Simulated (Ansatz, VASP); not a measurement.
# SrTiSe3 in two plane-wave programs

Wanted: the spread between two codes on one cell, functional and k mesh. The cell is generated by rule, not measured, and may not be a known phase. Of the first pair: The cell is taken from a series of runs on this material, whose earlier steps may have relaxed, scaled, displaced or heated it; both programs get it as it stands.

Calculated with Ansatz 0.2.0; plane waves, with VASP 6.6.1 beside it; relaxation of cell and atoms at LDA.

## 1. Set-up

The structure is cubic, space group Pm-3m (No. 221). Conventional cell: a = 4.900 Å, b = 4.900 Å, c = 4.900 Å, α = 90.00°, β = 90.00°, γ = 90.00°. Sr has 12 Se at 3.46 Å nearest. Nearest to Ti lie 6 Se at 2.45 Å. Nearest to Se lie 2 Ti at 2.45 Å and 4 Sr at 3.46 Å. Farther neighbours and most contacts between anions are not listed.

Coordinates:

```cif
data_structure
_symmetry_space_group_name_H-M 'P 1'
_symmetry_Int_Tables_number 1
_cell_length_a 4.8995
_cell_length_b 4.8995
_cell_length_c 4.8995
_cell_angle_alpha 90.000
_cell_angle_beta 90.000
_cell_angle_gamma 90.000
_cell_volume 117.62
loop_
_atom_site_label
_atom_site_type_symbol
_atom_site_fract_x
_atom_site_fract_y
_atom_site_fract_z
_atom_site_occupancy
Sr1 Sr 0.00000 0.00000 0.00000 1
Ti2 Ti 0.50000 0.50000 0.50000 1
Se3 Se 0.00000 0.50000 0.50000 1
Se4 Se 0.50000 0.00000 0.50000 1
Se5 Se 0.50000 0.50000 0.00000 1
```

## 2. VASP: relaxation of cell and atoms, LDA, pair 1

The relaxed volume is the usual yardstick between codes: in a stiff, nearly cubic crystal its relative difference is about their pressure difference at one cell divided by the bulk modulus.

Lines of VASP's logs that name or quote its potential files are left out, and so is its time.

Contents of INCAR:

```
SYSTEM = SrTiSe3
PREC = Accurate
ENCUT = 500
EDIFF = 1E-07
NELM = 120
ISMEAR = 1
SIGMA = 0.15
LREAL = .FALSE.
ALGO = Normal
GGA = CA
NBANDS = 26
LASPH = .TRUE.
LORBIT = 11
LWAVE = .FALSE.
LCHARG = .FALSE.
ISIF = 3
IBRION = 2
NSW = 80
EDIFFG = -0.005
GGA_COMPAT = .FALSE.
NELMIN = 4
KPAR = 2
```

Contents of POSCAR:

```
SrTiSe3
1.0
    4.8995280000      0.0000000000      0.0000000000
    0.0000000000      4.8995280000      0.0000000000
    0.0000000000      0.0000000000      4.8995280000
Sr Ti Se
1 1 3
Direct
    0.0000000000      0.0000000000      0.0000000000
    0.5000000000      0.5000000000      0.5000000000
    0.0000000000      0.5000000000      0.5000000000
    0.5000000000      0.0000000000      0.5000000000
    0.5000000000      0.5000000000      0.0000000000
```

Contents of KPOINTS:

```
Automatic mesh
0
Gamma
6 6 6
0 0 0
```

Potentials, in the order of the species: Sr_sv, Ti_sv and Se (LDA family, release 64).

Started as:

```sh
> mpirun -np 2 vasp_std
```

Numbers of over 12 decimals in the logs are rounded to 6 here.

The program printed:

```text
[banner, memory and clock lines left out]
running    2 mpi-ranks, on    1 nodes
 distrk:  each k-point on    1 cores,    2 groups
 distr:  one band on    1 cores,    1 groups

 POSCAR found type information on POSCAR SrTiSe
 POSCAR found :  3 types and       5 ions
 LDA part: xc-table for (Slater(with rela. corr.)+CA(PZ))
 , standard interpolation
 POSCAR, INCAR and KPOINTS ok, starting setup
 FFT: planning ... GRIDC
 FFT: planning ... GRID_SOFT
 FFT: planning ... GRID
 WAVECAR not read
 entering main loop
       N       E                     dE             d eps       ncg     rms          rms(c)
DAV:   1     0.344835196624E+03    0.34484E+03   -0.18630E+04  1040   0.145E+03
DAV:   2     0.721705765478E+01   -0.33762E+03   -0.32952E+03  1142   0.367E+02
DAV:   3    -0.308786417364E+02   -0.38096E+02   -0.37292E+02  1674   0.105E+02
DAV:   4    -0.331313042202E+02   -0.22527E+01   -0.22466E+01  1480   0.222E+01
DAV:   5    -0.332346001680E+02   -0.10330E+00   -0.10328E+00  1560   0.362E+00    0.169E+01
DAV:   6    -0.313911346668E+02    0.18435E+01   -0.35513E+01  1328   0.361E+01    0.148E+01
DAV:   7    -0.302748863988E+02    0.11162E+01   -0.27314E+01  1358   0.348E+01    0.893E+00
DAV:   8    -0.296454927910E+02    0.62939E+00   -0.27613E+00  1228   0.120E+01    0.111E+00
DAV:   9    -0.296675094388E+02   -0.22017E-01   -0.23809E-01  1540   0.215E+00    0.106E+00
DAV:  10    -0.296587977358E+02    0.87117E-02   -0.27861E-02  1360   0.108E+00    0.535E-01
DAV:  11    -0.296568432659E+02    0.19545E-02   -0.11797E-02  1374   0.651E-01    0.113E-01
DAV:  12    -0.296567836293E+02    0.59637E-04   -0.71564E-04  1584   0.150E-01    0.386E-02
DAV:  13    -0.296567779597E+02    0.56696E-05   -0.45765E-05  1596   0.357E-02    0.178E-02
DAV:  14    -0.296567767014E+02    0.12584E-05   -0.87035E-06  1364   0.201E-02    0.492E-03
DAV:  15    -0.296567767251E+02   -0.23736E-07   -0.35871E-07  1196   0.354E-03
   1 F= -.29656777E+02 E0= -.29657801E+02  d E =-.296568E+02
 curvature:   0.00 expect dE= 0.000E+00 dE for cont linesearch  0.000E+00
 trial: gam= 0.00000 g(F)=  0.000E+00 g(S)=  0.830E-03 ort = 0.000E+00 (trialstep = 0.100E+01)
 search vector abs. value=  0.830E-03
 bond charge predicted
       N       E                     dE             d eps       ncg     rms          rms(c)
DAV:   1    -0.296639834825E+02   -0.72068E-02   -0.16063E-01  1248   0.359E+00    0.679E-01
DAV:   2    -0.296610832483E+02    0.29002E-02   -0.69993E-02  1288   0.207E+00    0.368E-01
DAV:   3    -0.296574664972E+02    0.36168E-02   -0.21129E-02  1250   0.945E-01    0.180E-01
DAV:   4    -0.296568652879E+02    0.60121E-03   -0.34016E-03  1530   0.387E-01    0.974E-02
DAV:   5    -0.296569361434E+02   -0.70855E-04   -0.35830E-04  1372   0.801E-02    0.491E-02
DAV:   6    -0.296569686564E+02   -0.32513E-04   -0.14063E-04  1812   0.473E-02    0.149E-02
DAV:   7    -0.296569722776E+02   -0.36212E-05   -0.11335E-05  1426   0.176E-02    0.877E-03
DAV:   8    -0.296569730002E+02   -0.72259E-06   -0.21876E-06  1404   0.864E-03    0.195E-03
DAV:   9    -0.296569730632E+02   -0.62926E-07   -0.93418E-08   792   0.178E-03
   2 F= -.29656973E+02 E0= -.29658008E+02  d E =-.196338E-03
 trial-energy change:   -0.000196  1 .order   -0.000190   -0.000830    0.000451
 step:   0.6551(harm=  0.6480)  dis= 0.00000  next Energy=   -29.657051 (dE=-0.274E-03)
 bond charge predicted
       N       E                     dE             d eps       ncg     rms          rms(c)
DAV:   1    -0.296578850066E+02   -0.91201E-03   -0.19072E-02  1248   0.123E+00    0.234E-01
DAV:   2    -0.296575523245E+02    0.33268E-03   -0.82572E-03  1276   0.709E-01    0.130E-01
DAV:   3    -0.296571121186E+02    0.44021E-03   -0.26930E-03  1238   0.334E-01    0.624E-02
DAV:   4    -0.296570398255E+02    0.72293E-04   -0.42463E-04  1518   0.136E-01    0.333E-02
DAV:   5    -0.296570478638E+02   -0.80383E-05   -0.44334E-05  1382   0.285E-02    0.168E-02
DAV:   6    -0.296570517819E+02   -0.39181E-05   -0.15507E-05  1810   0.158E-02    0.558E-03
DAV:   7    -0.296570523021E+02   -0.52020E-06   -0.14232E-06  1418   0.586E-03    0.297E-03
DAV:   8    -0.296570523989E+02   -0.96833E-07   -0.29012E-07  1264   0.283E-03
   3 F= -.29657052E+02 E0= -.29658084E+02  d E =-.275674E-03
 curvature:  -0.32 expect dE=-0.112E-06 dE for cont linesearch -0.112E-06
 trial: gam= 0.00000 g(F)=  0.163E-64 g(S)=  0.346E-06 ort =-0.170E-04 (trialstep = 0.931E+00)
 search vector abs. value=  0.346E-06
 reached required accuracy - stopping structural energy minimisation
```

OUTCAR, selected parts (step 2):

```text
ion  position               nearest neighbor table
   1  0.000  0.000  0.000-   3 3.46   4 3.46   5 3.46   3 3.46   4 3.46   3 3.46   5 3.46   3 3.46
                             4 3.46   5 3.46   4 3.46   5 3.46
   2  0.500  0.500  0.500-   3 2.45   4 2.45   5 2.45   5 2.45   4 2.45   3 2.45
   3  0.000  0.500  0.500-   2 2.45   2 2.45   1 3.46   1 3.46   1 3.46   1 3.46
   4  0.500  0.000  0.500-   2 2.45   2 2.45   1 3.46   1 3.46   1 3.46   1 3.46
   5  0.500  0.500  0.000-   2 2.45   2 2.45   1 3.46   1 3.46   1 3.46   1 3.46

  LATTYP: Found a simple cubic cell.
 ALAT       =     4.8995280000

 Subroutine GETGRP returns: Found 48 space group operations
 (whereof 48 operations were pure point group operations)

The static configuration has the point symmetry O_h .

 Found     20 irreducible k-points:

   k-points           NKPTS =     20   k-points in BZ     NKDIM =     20   number of bands    NBANDS=     26

   dimension x,y,z NGX =    36 NGY =   36 NGZ =   36
   dimension x,y,z NGXF=    72 NGYF=   72 NGZF=   72

   ENCUT  =  500.0 eV  36.75 Ry    6.06 a.u.   8.93  8.93  8.93*2*pi/ulx,y,z

   NELECT =      40.0000    total number of electrons

 k-points in reciprocal lattice and weights: Automatic mesh
   0.00000000  0.00000000  0.00000000       0.005
   0.16666667  0.00000000  0.00000000       0.028
   0.33333333  0.00000000  0.00000000       0.028
   0.50000000  0.00000000  0.00000000       0.014
   0.16666667  0.16666667  0.00000000       0.056
   0.33333333  0.16666667  0.00000000       0.111
   0.50000000  0.16666667  0.00000000       0.056
   0.33333333  0.33333333  0.00000000       0.056
   0.50000000  0.33333333  0.00000000       0.056
[...]
0.50000000  0.50000000  0.33333333       0.028
   0.50000000  0.50000000  0.50000000       0.005

 average (electrostatic) potential at core
       1 -36.9477       2 -77.1329       3 -59.4664       4 -59.4664       5 -59.4664

 E-fermi :   4.5749

 k-point     1 :       0.0000    0.0000    0.0000
  band No.  band energies     occupation
    ...
     19       4.1156      2.00013
     20       4.1156      2.00013
     21       4.3075      2.03021
     22       4.3075      2.03021
     23       4.3075      2.03021
     24       5.5242     -0.00000
     25       5.5242     -0.00000
     26       6.3352     -0.00000

 k-point     2 :       0.1667    0.0000    0.0000
  band No.  band energies     occupation
    ...
     17       2.8615      2.00000
     18       3.2969      2.00000
     19       3.9551      2.00000
     20       3.9551      2.00000
     21       4.1425      2.00035
     22       5.0022     -0.00042
     23       5.0022     -0.00042
     24       5.5992     -0.00000
     25       6.0930     -0.00000
     26       6.8809     -0.00000

 k-point     3 :       0.3333    0.0000    0.0000
  band No.  band energies     occupation
    ...
     17       2.0186      2.00000
     18       2.3656      2.00000
     19       3.8301      2.00000
     20       3.8301      2.00000
     21       4.1983      2.00221
     22       5.6573     -0.00000
     23       5.7597     -0.00000
     24       5.7597     -0.00000
     25       6.7091     -0.00000
     26       7.9197      0.00000

  Total       -0.0034586     -0.0034586     -0.0034586      0.0000000      0.0000000      0.0000000
  in kB       -0.0469631     -0.0469631     -0.0469631      0.0000000      0.0000000      0.0000000
  external PRESSURE =      -0.0469631 kB  Pullay stress =       0.0000000 kB

  energy-cutoff  :      500.00
  volume of cell :      117.99
      direct lattice vectors                 reciprocal lattice vectors
     4.904773139 -0.000000000 -0.000000000     0.203883028  0.000000000  0.000000000
    -0.000000000  4.904773139 -0.000000000     0.000000000  0.203883028  0.000000000
     0.000000000 -0.000000000  4.904773139     0.000000000  0.000000000  0.203883028

 POSITION                                       TOTAL-FORCE (eV/Angst)
 -----------------------------------------------------------------------------------
      0.00000      0.00000      0.00000         0.000000      0.000000      0.000000
      2.45239      2.45239      2.45239        -0.000000     -0.000000      0.000000
     -0.00000      2.45239      2.45239        -0.000000      0.000000      0.000000
      2.45239     -0.00000      2.45239         0.000000      0.000000      0.000000
      2.45239      2.45239     -0.00000         0.000000      0.000000      0.000000
 -----------------------------------------------------------------------------------
    total drift:                                0.000000      0.000000      0.000000

  FREE ENERGIE OF THE ION-ELECTRON SYSTEM (eV)
  ---------------------------------------------------
  free  energy   TOTEN  =       -29.6570523989 eV

  energy  without entropy=      -29.6601475956  energy(sigma->0) =      -29.65808413

 reached required accuracy - stopping structural energy minimisation

 total charge
# of ion       s       p       d       tot
------------------------------------------
    1        1.992   5.737   0.161   7.890
    2        2.189   6.183   1.947  10.320
    3        1.462   2.435   0.027   3.924
    4        1.462   2.435   0.027   3.924
    5        1.462   2.435   0.027   3.924
--------------------------------------------------
tot          8.568  19.224   2.190  29.982

[... 3 further parts left out ...]
```

CONTCAR:

```
SrTiSe3
   1.00000000000000
     4.9047731392186407   -0.0000000000000000   -0.0000000000000000
    -0.0000000000000000    4.9047731392186407   -0.0000000000000000
     0.0000000000000000   -0.0000000000000000    4.9047731392186407
  Sr              Ti              Se
     1     1     3
Direct
     0.0000000000000000    0.0000000000000000    0.0000000000000000
     0.5000000000000000    0.5000000000000000    0.5000000000000000
     0.0000000000000000    0.5000000000000000    0.5000000000000000
     0.5000000000000000    0.0000000000000000    0.5000000000000000
     0.5000000000000000    0.5000000000000000    0.0000000000000000
```

This run has no spin polarisation, so a moment on Ti, if there is one, isn't seen.

[end of part 1 of 3]

[Lines on the potential files, build, host, timing and source positions are cut from VASP's logs without a mark.]

[Logs are printed without paths, hosts, clocks, repeated set-up lines and the standing remarks that a program may print on its own settings, such as how far it seeks lower states.]

[Hosts, paths, dates, database ids (printed as entryN), source tags and the programs' standing remarks are cut or masked in the printed files.]
